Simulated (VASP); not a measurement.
SnTeS4:

```
Sn Te S
1.0
     6.17642    0.00000    0.00000
    -3.08821    5.34893    0.00000
     0.00000    0.00000    4.92889
Sn Te S
1 1 4
Direct
  0.66667 0.33333 0.00000
  0.00000 0.00000 0.00000
  0.33333 0.66667 0.00000
  0.66443 0.83221 0.50000
  0.16779 0.83221 0.50000
  0.16779 0.33557 0.50000
```

The cell was built by a generator and needn't be a form met in nature.

- Program: VASP 6.6.1
- Task: relaxation of cell and atoms
- Functional: PBE
- Potentials or basis: VASP PAW PBE potentials, release 64 (Sn_d, Te, S)
- Cutoff: 520 eV
- k mesh: 3 × 3 × 3
- Occupations: gaussian, width 0.15 eV
- Spin: no spin polarisation

At the start: pressure -8.6 GPa; volume 27.14 Å³/atom.

Task: How do energy, volume and symmetry change on relaxing?

Result: Over 6 steps the energy falls by 198.3 meV/atom and the volume is 21.34 Å³/atom (-21.4 %); space group P-6m2 (No. 187, to 0.05 Å).

Step by step:
```csv
step,energy change (eV),largest force (eV/Å),pressure (GPa),volume (Å³)
1,0.0000,0.0402,-8.60,162.84
2,-1.1641,0.2019,-1.33,130.85
3,-1.1739,0.2373,0.09,128.27
4,-1.1734,0.2312,-0.51,128.90
5,-1.1888,0.1162,-0.30,128.24
6,-1.1899,0.0690,-0.24,128.02
```

Final structure:
```cif
data_structure
_symmetry_space_group_name_H-M 'P 1'
_symmetry_Int_Tables_number 1
_cell_length_a 5.6975
_cell_length_b 5.6975
_cell_length_c 4.5540
_cell_angle_alpha 90.000
_cell_angle_beta 90.000
_cell_angle_gamma 120.000
_cell_volume 128.02
loop_
_atom_site_label
_atom_site_type_symbol
_atom_site_fract_x
_atom_site_fract_y
_atom_site_fract_z
_atom_site_occupancy
Sn1 Sn 0.66667 0.33333 0.00000 1
Te1 Te 0.00000 0.00000 0.00000 1
S1 S 0.33333 0.66667 0.00000 1
S2 S 0.66179 0.83090 0.50000 1
S3 S 0.16910 0.83090 0.50000 1
S4 S 0.16910 0.33821 0.50000 1
```

Caveat: the k mesh is coarse (spacing up to 0.42 Å⁻¹), so the values aren't converged; the volume moved by over 15 % at a fixed basis, so the end points are rough.
